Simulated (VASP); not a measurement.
# SiCl₄: excitations by TDDFT

SiCl₄, molecule in box, 5 atoms in the cell. PBE0, TDDFT by the Casida equation; PAW potentials Cl, Si (PBE set).

Kernel: hybrid exchange, triplet.

## Input

INCAR.step1:
```
SYSTEM = SiCl4
EDIFF = 1E-5
ENCUT = 260
ISMEAR = 0
LASPH = .True.
LCHARG = .False.
LWAVE = .True.
NBANDS = 56
PREC = Accurate
SIGMA = 0.02
```

INCAR.step2:
```
SYSTEM = SiCl4
AEXX = 0.25
ALGO = Normal
CSHIFT = 0.1
EDIFF = 1E-7
ENCUT = 260
GGA = PE
HFRCUT = -1
ISMEAR = 0
ISTART = 1
LASPH = .True.
LCHARG = .False.
LHFCALC = .True.
LOPTICS = .True.
LWAVE = .True.
NBANDS = 56
NEDOS = 2000
PREC = Accurate
PRECFOCK = Fast
SIGMA = 0.02
```

INCAR.step3:
```
SYSTEM = SiCl4
AEXX = 0.25
ALGO = TDHF
ANTIRES = 0
CSHIFT = 0.15
EDIFF = 1E-7
ENCUT = 260
ENCUTGW = 150
GGA = PE
HFRCUT = -1
IBSE = 2
ISMEAR = 0
ISTART = 1
LADDER = .True.
LASPH = .True.
LCHARG = .False.
LFXC = .True.
LHARTREE = .True.
LHFCALC = .True.
LTRIPLET = .True.
LWAVE = .False.
NBANDS = 56
NBANDSO = 12
NBANDSV = 36
NBSEEIG = 6
NOMEGA = 1000
OMEGAMAX = 25
PREC = Accurate
PRECFOCK = Fast
SIGMA = 0.02
```

KPOINTS:
```
k-points
0
Gamma
  1 1 1
```

POSCAR:
```
SiCl4
1.0
   12.2000000000      0.0000000000      0.0000000000
    0.0000000000     12.2000000000      0.0000000000
    0.0000000000      0.0000000000     12.2000000000
Cl Si
4 1
Direct
    0.4202786866      0.4940278703      0.6451311475
    0.6348688538      0.4040032752      0.5070819631
    0.3998278734      0.4457245908      0.3796885270
    0.5450245882      0.6562409859      0.4680983623
    0.4999999980      0.5000032777      0.5000000000
```

Commands (each step's output is kept before the next begins):
```
cat potpaw_PBE.64/Cl/POTCAR potpaw_PBE.64/Si/POTCAR > POTCAR
cp INCAR.step1 INCAR
mpirun -np 4 vasp_gam > vasp.out
cp INCAR.step2 INCAR
mpirun -np 4 vasp_gam > vasp.out
cp INCAR.step3 INCAR
mpirun -np 4 vasp_gam > vasp.out
```

## Result

- First excitation (eV): 7.10
- Binding of the first excitation (eV): 1.540

Lowest excitations:

| Energy (eV) |
|---|
| 7.102 |
| 7.105 |
| 7.109 |
| 7.803 |
| 7.804 |
| 7.811 |
| 8.052 |
| 8.064 |

Make-up of the lowest excitation:

| k point | From band | To band | Share |
|---|---|---|---|
| 0.000 0.000 0.000 | 14 | 17 | 0.83 |
| 0.000 0.000 0.000 | 14 | 18 | 0.07 |
| 0.000 0.000 0.000 | 15 | 17 | 0.05 |
| 0.000 0.000 0.000 | 16 | 17 | 0.02 |
| 0.000 0.000 0.000 | 14 | 19 | 0.01 |
| 0.000 0.000 0.000 | 13 | 21 | 0.00 |

The lowest pair of one-particle levels lies at 8.641 eV and the first excitation at 7.102 eV, 1.540 eV lower.

Half of the first excitation's weight sits on 1 of 432 pairs.

Limits: The strengths that the program prints for triplets aren't physical; they are zero without spin-orbit coupling.

VASP 6.6.1 took 57 s on 4 cores (Intel Xeon Platinum 8488C (Sapphire Rapids)), a shared host.
